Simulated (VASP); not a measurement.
An input for Ansatz (written as the equivalent of a VASP run, and not itself run):

Ansatz 0.2 input:
```yaml
crystal:
  lattice:
    - [-1.4635166, 1.4635166, 5.2685382]
    - [1.4635166, -1.4635166, 5.2685382]
    - [1.4635166, 1.4635166, -5.2685382]
  atoms:
    - { symbol: Ta, position: [0.7542712, 0.7542712, 0.0000000] }
    - { symbol: Ta, position: [0.5042712, 0.0042712, 0.5000000] }
    - { symbol: C, position: [0.1617288, 0.1617288, 0.0000000] }
    - { symbol: C, position: [0.9117288, 0.4117288, 0.5000000] }
kpoints:
  mp_grid: { grid: [13, 13, 13] }
hamiltonian:
  xc: pbesol
  pseudopotentials: { kind: paw }
scf:
  occupations: { method: methfessel_paxton, width: 0.1 }
  max_iter: 100
relax:
  max_steps: 60
  f_tol: 0.02
  cell: {}
output: { forces: true, stress: true, eigenvalues: true }
```

**Question.** Write the VASP files for the same calculation (PBEsol).

**Answer.** One answer among several that fit: 
**INCAR**
```
ALGO=Normal
EDIFF=1E-6
EDIFFG=-0.02
ENCUT=520
GGA=PS
IBRION=2
ISIF=3
ISMEAR=1
LASPH=.TRUE.
LCHARG=.FALSE.
LMAXMIX=6
LREAL=.FALSE.
LWAVE=.FALSE.
NELM=100
NSW=60
PREC=Accurate
SIGMA=0.1
SYSTEM=TaC
```

File KPOINTS:
```
kpoints
0
Gamma
13 13 13
0 0 0
```

**POSCAR**
```
TaC
1.0
 -1.4635166460   1.4635166460   5.2685382354
  1.4635166460  -1.4635166460   5.2685382354
  1.4635166460   1.4635166460  -5.2685382354
Ta C
2 2
Direct
  0.7542711690   0.7542711690   0.0000000000
  0.5042711690   0.0042711690   0.5000000000
  0.1617288310   0.1617288310   0.0000000000
  0.9117288310   0.4117288310   0.5000000000
```

POTCAR, in this order: Ta_pv C (PBE.64 set). Program: vasp_std.

The two are equivalent in intent, not identical: each code has its own PAW files, so the cut-off isn't converted (ENCUT is set for VASP's; basis.ecutwfc is left out, and Ansatz then takes the one that its files recommend); Ansatz stops its SCF on the density residual and VASP on the energy change (EDIFF).

The structure was generated: TaC was put into the NbAs type (I4_1md), which need not be its known phase. This run relaxes it. Symmetry was kept, so distortions that lower it aren't found. The start is the result of an earlier pass.
